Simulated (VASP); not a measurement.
# HgTe: input slips in a phonon run and what they do

Aim: see how common mistakes in a phonon run show up, on HgTe. The starting structure is a measured crystal structure from the Crystallography Open Database.

Calculated with VASP 6.6.1; Kohn-Sham DFT with plane waves and PAW; LDA.

## Step 1: The structure

Symmetry: F-43m, No. 216, cubic system. The conventional cell has a = 6.460 Å, b = 6.460 Å, c = 6.460 Å, α = 90.00°, β = 90.00°, γ = 90.00°. Nearest to Hg lie 4 Te at 2.80 Å. Nearest to Te lie 4 Hg at 2.80 Å. Farther neighbours and most contacts between anions are not listed.

Structure file:

```cif
data_structure
_symmetry_space_group_name_H-M 'F-43m'
_symmetry_Int_Tables_number 216
_cell_length_a 6.4600
_cell_length_b 6.4600
_cell_length_c 6.4600
_cell_angle_alpha 90.000
_cell_angle_beta 90.000
_cell_angle_gamma 90.000
_cell_volume 269.59
loop_
_atom_site_label
_atom_site_type_symbol
_atom_site_symmetry_multiplicity
_atom_site_Wyckoff_symbol
_atom_site_fract_x
_atom_site_fract_y
_atom_site_fract_z
_atom_site_occupancy
Hg1 Hg 4 a 0.00000 0.00000 0.00000 1
Te1 Te 4 c 0.25000 0.25000 0.25000 1
```

## Step 2: Reference modes

The cell comes from a relaxation at this level, not shown (67.04 Å³).

INCAR

```
SYSTEM = HgTe
PREC = Accurate
ENCUT = 450
EDIFF = 1E-08
NELM = 100
ISMEAR = 0
SIGMA = 0.05
LREAL = .FALSE.
ALGO = Normal
GGA = CA
NBANDS = 15
LORBIT = 11
LWAVE = .FALSE.
LCHARG = .FALSE.
KPAR = 4
IBRION = 8
ISIF = 2
```

POSCAR

```
HgTe
1.0
    0.0000000000      3.2243247313      3.2243247313
    3.2243247313      0.0000000000      3.2243247313
    3.2243247313      3.2243247313      0.0000000000
Hg Te
1 1
Direct
    0.0000000000      0.0000000000      0.0000000000
    0.7500000000      0.7500000000      0.7500000000
```

KPOINTS

```
Automatic mesh
0
Gamma
10 10 10
0 0 0
```

The projector-augmented-wave data sets are Hg and Te (LDA family, release 64).

Command:

```console
mpirun -np 4 vasp_std
```

What it wrote:

```text
[banner, memory and clock lines left out]
running    4 mpi-ranks, on    1 nodes
 distrk:  each k-point on    1 cores,    4 groups
 distr:  one band on    1 cores,    1 groups

 POSCAR found type information on POSCAR HgTe
 POSCAR found :  2 types and       2 ions
 LDA part: xc-table for (Slater(with rela. corr.)+CA(PZ))
 , standard interpolation
 POSCAR, INCAR and KPOINTS ok, starting setup
 FFT: planning ... GRIDC
 FFT: planning ... GRID_SOFT
 FFT: planning ... GRID
 WAVECAR not read
 entering main loop
       N       E                     dE             d eps       ncg     rms          rms(c)
DAV:   1     0.967746529159E+02    0.96775E+02   -0.73543E+03  1410   0.920E+02
DAV:   2    -0.181510297307E+01   -0.98590E+02   -0.93188E+02  1627   0.228E+02
DAV:   3    -0.523511925836E+01   -0.34200E+01   -0.34115E+01  1718   0.442E+01
DAV:   4    -0.526820432948E+01   -0.33085E-01   -0.33083E-01  2135   0.397E+00
DAV:   5    -0.526827576986E+01   -0.71440E-04   -0.71440E-04  1830   0.176E-01    0.779E+00
DAV:   6    -0.505530411425E+01    0.21297E+00   -0.42929E-01  1613   0.931E+00    0.617E+00
DAV:   7    -0.504152813445E+01    0.13776E-01   -0.96028E-02  1550   0.226E+00    0.218E+00
DAV:   8    -0.503884662652E+01    0.26815E-02   -0.10693E-02  1641   0.127E+00    0.547E-01
DAV:   9    -0.503849189617E+01    0.35473E-03   -0.72680E-04  1781   0.309E-01    0.124E-01
DAV:  10    -0.503848575495E+01    0.61412E-05   -0.67219E-05  1751   0.771E-02    0.524E-02
DAV:  11    -0.503848767405E+01   -0.19191E-05   -0.15961E-05  1677   0.370E-02    0.278E-02
DAV:  12    -0.503848656050E+01    0.11136E-05   -0.28720E-06  1578   0.155E-02    0.125E-02
DAV:  13    -0.503848658301E+01   -0.22506E-07   -0.22253E-07  1760   0.297E-03    0.892E-03
DAV:  14    -0.503848654742E+01    0.35586E-07   -0.85431E-08  1655   0.361E-03    0.184E-03
DAV:  15    -0.503848654552E+01    0.19002E-08   -0.21994E-08  1522   0.796E-04
   1 F= -.50384865E+01 E0= -.50384478E+01  d E =-.774149E-04
 Linear response reoptimize wavefunctions to high precision
DAV:   1    -0.503848654552E+01    0.90949E-12   -0.47862E-10  1125   0.150E-04
 Linear response DOF=           2
 Linear response progress:
  Degree of freedom:   1/  2
       N       E                     dE             d eps       ncg     rms          rms(c)
RMM:   1    -0.379462331226E+00   -0.37946E+00   -0.15100E-01  8246   0.276E+00
RMM:   2    -0.377772169060E+00    0.16902E-02   -0.17120E-03  7845   0.294E-01    0.124E-01
RMM:   3    -0.377378726541E+00    0.39344E-03   -0.76260E-05  8532   0.527E-02    0.735E-02
RMM:   4    -0.377036933444E+00    0.34179E-03   -0.47774E-05  8239   0.387E-02    0.159E-02
RMM:   5    -0.377034178182E+00    0.27553E-05   -0.18691E-06  8977   0.876E-03    0.201E-03
RMM:   6    -0.377043076315E+00   -0.88981E-05   -0.91450E-08  8857   0.152E-03    0.559E-04
RMM:   7    -0.377043498911E+00   -0.42260E-06   -0.64906E-08  8986   0.527E-04    0.109E-04
RMM:   8    -0.377043261009E+00    0.23790E-06   -0.58106E-08  9173   0.223E-04    0.487E-05
RMM:   9    -0.377043407191E+00   -0.14618E-06   -0.54933E-08  9033   0.156E-04    0.824E-06
RMM:  10    -0.377043402578E+00    0.46130E-08   -0.53386E-08  9519   0.124E-04    0.268E-06
 first order change of Fermi-energy  -0.94410E-04
 force on displaced ion       1 direction 1 :  -3.911   0.000   0.000
 Linear response progress:
  Degree of freedom:   2/  2
       N       E                     dE             d eps       ncg     rms          rms(c)
RMM:   1    -0.481116100451E-01   -0.48112E-01    0.58026E-02 12615   0.106E+00
RMM:   2    -0.485836704536E-01   -0.47206E-03   -0.17293E-03  8004   0.280E-01    0.127E-01
RMM:   3    -0.485855856808E-01   -0.19152E-05   -0.10299E-04  8306   0.596E-02    0.776E-02
RMM:   4    -0.486282750174E-01   -0.42689E-04   -0.29957E-05  8355   0.312E-02    0.878E-03
RMM:   5    -0.486317207877E-01   -0.34458E-05   -0.11864E-06  8520   0.612E-03    0.451E-03
RMM:   6    -0.486317548981E-01   -0.34110E-07    0.29658E-08  8588   0.164E-03    0.184E-03
RMM:   7    -0.486300299877E-01    0.17249E-05    0.91427E-08  8543   0.599E-04    0.762E-04
RMM:   8    -0.486300724237E-01   -0.42436E-07    0.96446E-09  8695   0.218E-04    0.184E-04
RMM:   9    -0.486300940758E-01   -0.21652E-07    0.21670E-08  8574   0.714E-05    0.142E-05
RMM:  10    -0.486301294287E-01   -0.35353E-07    0.41972E-08  8907   0.346E-05    0.608E-06
RMM:  11    -0.486301515430E-01   -0.22114E-07    0.37555E-08  8256   0.270E-05    0.305E-06
RMM:  12    -0.486301537233E-01   -0.21802E-08    0.28660E-08  6524   0.240E-05    0.456E-07
 first order change of Fermi-energy   0.32705E-03
 force on displaced ion       2 direction 1 :  -3.906  -0.000  -0.000
 Linear response finished
```

Wall time 2.4 min (4 MPI ranks of AMD EPYC 7R43, shared host); peak memory 1.5 GiB.

The logs omit lines about the potential files and the build; timing stands in the text.

Parts of OUTCAR (step 2):

```text
ion  position               nearest neighbor table
   1  0.000  0.000  0.000-   2 2.79   2 2.79   2 2.79   2 2.79
   2  0.750  0.750  0.750-   1 2.79   1 2.79   1 2.79   1 2.79

  LATTYP: Found a face centered cubic cell.
 ALAT       =     6.4486494626

 Subroutine GETGRP returns: Found 24 space group operations
 (whereof 24 operations were pure point group operations)

The static configuration has the point symmetry T_d .

 Found     47 irreducible k-points:

   k-points           NKPTS =     47   k-points in BZ     NKDIM =     47   number of bands    NBANDS=     15

   dimension x,y,z NGX =    32 NGY =   32 NGZ =   32
   dimension x,y,z NGXF=    64 NGYF=   64 NGZF=   64

   ENCUT  =  450.0 eV  33.07 Ry    5.75 a.u.   7.89  7.89  7.89*2*pi/ulx,y,z

   NELECT =      18.0000    total number of electrons

 k-points in reciprocal lattice and weights: Automatic mesh
   0.00000000  0.00000000  0.00000000       0.001
   0.10000000  0.00000000  0.00000000       0.008
   0.20000000  0.00000000  0.00000000       0.008
   0.30000000  0.00000000  0.00000000       0.008
   0.40000000  0.00000000  0.00000000       0.008
   0.50000000  0.00000000  0.00000000       0.004
   0.10000000  0.10000000  0.00000000       0.006
   0.20000000  0.10000000  0.00000000       0.024
   0.30000000  0.10000000  0.00000000       0.024
[...]
-0.30000000  0.40000000  0.20000000       0.024
  -0.30000000  0.50000000  0.20000000       0.012

 average (electrostatic) potential at core
       1 -40.7916       2 -92.2149

  Total       -0.0018476     -0.0018476     -0.0018476     -0.0000000     -0.0000000      0.0000000
  in kB       -0.0441538     -0.0441538     -0.0441538     -0.0000000     -0.0000000      0.0000000
  external PRESSURE =      -0.0441538 kB  Pullay stress =       0.0000000 kB

  energy-cutoff  :      450.00
  volume of cell :       67.04
      direct lattice vectors                 reciprocal lattice vectors
     0.000000000  3.224324731  3.224324731    -0.155071229  0.155071229  0.155071229
     3.224324731  0.000000000  3.224324731     0.155071229 -0.155071229  0.155071229
     3.224324731  3.224324731  0.000000000     0.155071229  0.155071229 -0.155071229

 POSITION                                       TOTAL-FORCE (eV/Angst)
 -----------------------------------------------------------------------------------
      0.00000      0.00000      0.00000        -0.000000     -0.000000     -0.000000
      4.83649      4.83649      4.83649         0.000000      0.000000      0.000000
 -----------------------------------------------------------------------------------
    total drift:                               -0.000000     -0.000000      0.000000

 Eigenvectors and eigenvalues of the dynamical matrix
 ----------------------------------------------------

   1 f  =    3.499669 THz    21.989066 2PiTHz  116.736376 cm-1    14.473459 meV
             X         Y         Z           dx          dy          dz
      0.000000  0.000000  0.000000    -0.623788    0.000000    0.000000
      4.836487  4.836487  4.836487     0.781594    0.000000    0.000000

   2 f  =    3.499669 THz    21.989066 2PiTHz  116.736376 cm-1    14.473459 meV
             X         Y         Z           dx          dy          dz
      0.000000  0.000000  0.000000     0.000000    0.623788    0.000000
      4.836487  4.836487  4.836487     0.000000   -0.781594    0.000000

   3 f  =    3.499669 THz    21.989066 2PiTHz  116.736376 cm-1    14.473459 meV
             X         Y         Z           dx          dy          dz
      0.000000  0.000000  0.000000     0.000000    0.000000   -0.623788
      4.836487  4.836487  4.836487     0.000000    0.000000    0.781594

   4 f/i=    0.001119 THz     0.007034 2PiTHz    0.037341 cm-1     0.004630 meV
             X         Y         Z           dx          dy          dz
      0.000000  0.000000  0.000000     0.000000    0.753231   -0.208644
      4.836487  4.836487  4.836487     0.000000    0.601151   -0.166518

   5 f/i=    0.001119 THz     0.007034 2PiTHz    0.037341 cm-1     0.004630 meV
             X         Y         Z           dx          dy          dz
      0.000000  0.000000  0.000000    -0.781594    0.000000    0.000000
      4.836487  4.836487  4.836487    -0.623788    0.000000    0.000000

   6 f/i=    0.001119 THz     0.007034 2PiTHz    0.037341 cm-1     0.004630 meV
             X         Y         Z           dx          dy          dz
      0.000000  0.000000  0.000000     0.000000   -0.208644   -0.753231
      4.836487  4.836487  4.836487     0.000000   -0.166518   -0.601151

 ELASTIC MODULI CONTR FROM IONIC RELAXATION (kBar)
 Direction    XX          YY          ZZ          XY          YZ          ZX
 --------------------------------------------------------------------------------
 XX          -0.0000     -0.0000     -0.0000     -0.0000     -0.0000      0.0000
 YY          -0.0000     -0.0000     -0.0000     -0.0000     -0.0000     -0.0000
 ZZ          -0.0000     -0.0000     -0.0000     -0.0000     -0.0000      0.0000
 XY          -0.0000     -0.0000     -0.0000   -178.8482     -0.0000     -0.0000
 YZ          -0.0000     -0.0000     -0.0000     -0.0000   -178.8482     -0.0000
 ZX           0.0000     -0.0000      0.0000     -0.0000     -0.0000   -178.8482
 --------------------------------------------------------------------------------
```

Energies printed during the response cycles are not total energies of the cell.

Reference: the zone-centre mode is T2 116.7 cm⁻¹.

## Step 3: Modes with finite displacements, else as the reference

Against step 2 the input has IBRION = 6, NFREE = 2 and POTIM = 0.015 (also changed: NSW).

INCAR: that of step 2 with these lines changed.

```diff
@@ -15,3 +15,6 @@
 KPAR = 4
-IBRION = 8
+IBRION = 6
+NFREE = 2
+POTIM = 0.015
+NSW = 1
 ISIF = 2
```

POSCAR is that of step 2.

KPOINTS is that of step 2.

Command:

```console
mpirun -np 4 vasp_std
```

What it wrote:

```text
[... set-up lines as in an earlier step ...]
 entering main loop
       N       E                     dE             d eps       ncg     rms          rms(c)
[... 15 cycles as in an earlier step ...]
   1 F= -.50384865E+01 E0= -.50384478E+01  d E =-.774149E-04
[...]
2 F= -.50380469E+01 E0= -.50380087E+01  d E =-.763156E-04
[...]
3 F= -.50380469E+01 E0= -.50380087E+01  d E =-.763141E-04
[...]
4 F= -.50380471E+01 E0= -.50380089E+01  d E =-.763127E-04
[...]
5 F= -.50380471E+01 E0= -.50380089E+01  d E =-.763152E-04
 Finite differences progress:
  Degree of freedom:   2/  2
  Displacement:        2/  2
  Total:               4/  4
```

The job ended after 2.1 min (4 MPI ranks; peak memory 1.2 GiB; 8.1 min of CPU time).

Parts of OUTCAR (step 3):

```text
  Total       -0.0012950      0.0004062      0.0004062      0.0000000     -0.0838934      0.0000000
  in kB       -0.0309492      0.0097071      0.0097071      0.0000000     -2.0048977      0.0000000
  external PRESSURE =      -0.0038450 kB  Pullay stress =       0.0000000 kB

 POSITION                                       TOTAL-FORCE (eV/Angst)
 -----------------------------------------------------------------------------------
      0.00000      0.00000      0.00000        -0.058631      0.000000      0.000000
      4.82149      4.83649      4.83649         0.058631     -0.000000     -0.000000
 -----------------------------------------------------------------------------------
    total drift:                               -0.000061     -0.000000     -0.000000

  FREE ENERGIE OF THE ION-ELECTRON SYSTEM (eV)
  ---------------------------------------------------
  free  energy   TOTEN  =        -5.0380470659 eV

  energy  without entropy=       -5.0379707507  energy(sigma->0) =       -5.03800891

[... 2 parts as in an earlier step ...]

[... 1 further part left out ...]
[key lines of the parts left out:]
E-fermi :   2.9945
```

The last energy, forces and stress in OUTCAR belong to the last displaced cell, not to that of POSCAR.

With finite displacements, else as the reference the mode is T2 116.7 cm⁻¹, as with the reference.

## Step 4: Modes with a k mesh far too coarse

A slip made on purpose: a k mesh far too coarse. Against step 2 the input has a 2×2×2 mesh (also changed: NELM and KPAR).

INCAR

```
SYSTEM = HgTe
PREC = Accurate
ENCUT = 450
EDIFF = 1E-08
NELM = 60
ISMEAR = 0
SIGMA = 0.05
LREAL = .FALSE.
ALGO = Normal
GGA = CA
NBANDS = 15
LORBIT = 11
LWAVE = .FALSE.
LCHARG = .FALSE.
IBRION = 8
ISIF = 2
```

POSCAR is that of step 3.

KPOINTS

```
Automatic mesh
0
Gamma
2 2 2
0 0 0
```

Command:

```console
mpirun -np 4 vasp_std
```

What it wrote:

```text
[banner, memory and clock lines left out]
running    4 mpi-ranks, on    1 nodes
[...]
LDA part: xc-table for (Slater(with rela. corr.)+CA(PZ))
 , standard interpolation
|                                                                             |
|           W    W    AA    RRRRR   N    N  II  N    N   GGGG   !!!           |
|           W    W   A  A   R    R  NN   N  II  NN   N  G    G  !!!           |
|           W    W  A    A  R    R  N N  N  II  N N  N  G       !!!           |
|           W WW W  AAAAAA  RRRRR   N  N N  II  N  N N  G  GGG   !            |
|           WW  WW  A    A  R   R   N   NN  II  N   NN  G    G                |
|           W    W  A    A  R    R  N    N  II  N    N   GGGG   !!!           |
|                                                                             |
|     The number of bands has been changed from the values supplied in        |
|     The orbitals not found in the WAVECAR file will be initialized with     |
|     random numbers, which is usually adequate. For correlated               |
[...]
RMM:   8    -0.376584336047E+00   -0.25722E-06   -0.22883E-09   280   0.208E-04    0.464E-05
RMM:   9    -0.376584434358E+00   -0.98312E-07    0.23578E-08   295   0.360E-05    0.257E-05
RMM:  10    -0.376584435832E+00   -0.14740E-08    0.78155E-08   291   0.163E-05    0.250E-06
 first order change of Fermi-energy   0.28874E-06
 force on displaced ion       1 direction 1 :  -3.882   0.000   0.000
 Linear response progress:
  Degree of freedom:   2/  2
       N       E                     dE             d eps       ncg     rms          rms(c)
RMM:   1    -0.482760186696E-01   -0.48276E-01    0.67519E-02   379   0.992E-01
RMM:   2    -0.499741679329E-01   -0.16981E-02   -0.18039E-03   258   0.244E-01    0.211E-01
RMM:   3    -0.501155280811E-01   -0.14136E-03   -0.18740E-04   265   0.749E-02    0.917E-02
RMM:   4    -0.501756181044E-01   -0.60090E-04   -0.11130E-05   273   0.214E-02    0.468E-02
[...]
RMM:  11    -0.502734924527E-01   -0.16560E-07    0.15742E-08   266   0.402E-06    0.260E-06
RMM:  12    -0.502735051586E-01   -0.12706E-07    0.19636E-09   223   0.167E-06    0.499E-07
RMM:  13    -0.502735051515E-01    0.70733E-11    0.35319E-10   141   0.769E-07    0.200E-07
 first order change of Fermi-energy   0.56800E-07
 force on displaced ion       2 direction 1 :  -3.878  -0.000  -0.000
 Linear response finished
```

Run time: 13 s. Hardware: 4 MPI ranks; peak memory 0.4 GiB.

OUTCAR, selected parts (step 4):

```text
  Total        2.2579193      2.2579193      2.2579193      0.0000000      0.0000000      0.0000000
  in kB       53.9600919     53.9600919     53.9600919      0.0000000      0.0000000      0.0000000
  external PRESSURE =      53.9600919 kB  Pullay stress =       0.0000000 kB

 POSITION                                       TOTAL-FORCE (eV/Angst)
 -----------------------------------------------------------------------------------
      0.00000      0.00000      0.00000        -0.000000     -0.000000      0.000000
      4.83649      4.83649      4.83649         0.000000      0.000000     -0.000000
 -----------------------------------------------------------------------------------
    total drift:                               -0.000000     -0.000000      0.000000

[... 1 part as in an earlier step ...]

[... 1 further part left out ...]
```

The log as kept lacks single lines of electronic cycles.

With a k mesh far too coarse the mode is T2 116.3 cm⁻¹, -0.4 cm⁻¹ from the reference.

## Step 5: Modes with one-sided displacements

A slip made on purpose: one-sided displacements. Against step 2 the input has IBRION = 6, NFREE = 1 and POTIM = 0.015 (also changed: NELM and NSW).

INCAR: that of step 4 with these lines changed.

```diff
@@ -14,3 +14,7 @@
 LCHARG = .FALSE.
-IBRION = 8
+KPAR = 4
+IBRION = 6
+NFREE = 1
+POTIM = 0.015
+NSW = 1
 ISIF = 2
```

POSCAR is that of step 4.

KPOINTS

```
Automatic mesh
0
Gamma
10 10 10
0 0 0
```

Command:

```console
mpirun -np 4 vasp_std
```

What it wrote:

```text
[... set-up lines as in an earlier step ...]
 entering main loop
       N       E                     dE             d eps       ncg     rms          rms(c)
[... 15 cycles as in an earlier step ...]
   1 F= -.50384865E+01 E0= -.50384478E+01  d E =-.774149E-04
 Found     2 degrees of freedom:
 Finite differences POTIM= 0.01500 DOF=   2
[...]
N       E                     dE             d eps       ncg     rms          rms(c)
[... 7 cycles as in an earlier step ...]
   2 F= -.50380469E+01 E0= -.50380087E+01  d E =-.763156E-04
 Finite differences progress:
  Degree of freedom:   1/  2
  Displacement:        1/  1
  Total:               1/  2
[...]
N       E                     dE             d eps       ncg     rms          rms(c)
DAV:   1    -0.503735486242E+01    0.69201E-03   -0.19963E+00  5137   0.876E+00    0.231E-01
DAV:   2    -0.503806606916E+01   -0.71121E-03   -0.81675E-03  6390   0.681E-01    0.957E-02
DAV:   3    -0.503804882331E+01    0.17246E-04   -0.81531E-05  6348   0.688E-02    0.435E-02
DAV:   4    -0.503804714694E+01    0.16764E-05   -0.84139E-06  6635   0.172E-02    0.750E-03
DAV:   5    -0.503804706156E+01    0.85385E-07   -0.82872E-07  5886   0.583E-03    0.205E-03
DAV:   6    -0.503804706684E+01   -0.52858E-08   -0.42582E-08  6887   0.128E-03
   3 F= -.50380471E+01 E0= -.50380089E+01  d E =-.763160E-04
 Finite differences progress:
  Degree of freedom:   2/  2
  Displacement:        1/  1
  Total:               2/  2
```

Run time: 64 s. Hardware: 4 MPI ranks; peak memory 1.2 GiB.

From OUTCAR (step 5):

```text
  Total       -0.0013161      0.0003920      0.0003920      0.0000000      0.0841082      0.0000000
  in kB       -0.0314519      0.0093669      0.0093669      0.0000000      2.0100294      0.0000000
  external PRESSURE =      -0.0042393 kB  Pullay stress =       0.0000000 kB

 POSITION                                       TOTAL-FORCE (eV/Angst)
 -----------------------------------------------------------------------------------
      0.00000      0.00000      0.00000         0.058645      0.000000      0.000000
      4.85149      4.83649      4.83649        -0.058645      0.000000      0.000000
 -----------------------------------------------------------------------------------
    total drift:                                0.000035      0.000000      0.000000

  FREE ENERGIE OF THE ION-ELECTRON SYSTEM (eV)
  ---------------------------------------------------
  free  energy   TOTEN  =        -5.0380470668 eV

  energy  without entropy=       -5.0379707508  energy(sigma->0) =       -5.03800891

[... 2 parts as in an earlier step ...]

[... 1 further part left out ...]
[key lines of the parts left out:]
E-fermi :   2.9945
```

With one-sided displacements the mode is T2 116.7 cm⁻¹, as with finite displacements, else as the reference.

(Continued in part 2 of 2.)

[Lines on the potential files, build, host, timing and source positions are cut from VASP's logs without a mark.]

[Logs are printed without paths, hosts, clocks, repeated set-up lines and the standing remarks that a program may print on its own settings, such as how far it seeks lower states.]

[Hosts, paths, dates, database ids (printed as entryN), source tags and the programs' standing remarks are cut or masked in the printed files.]
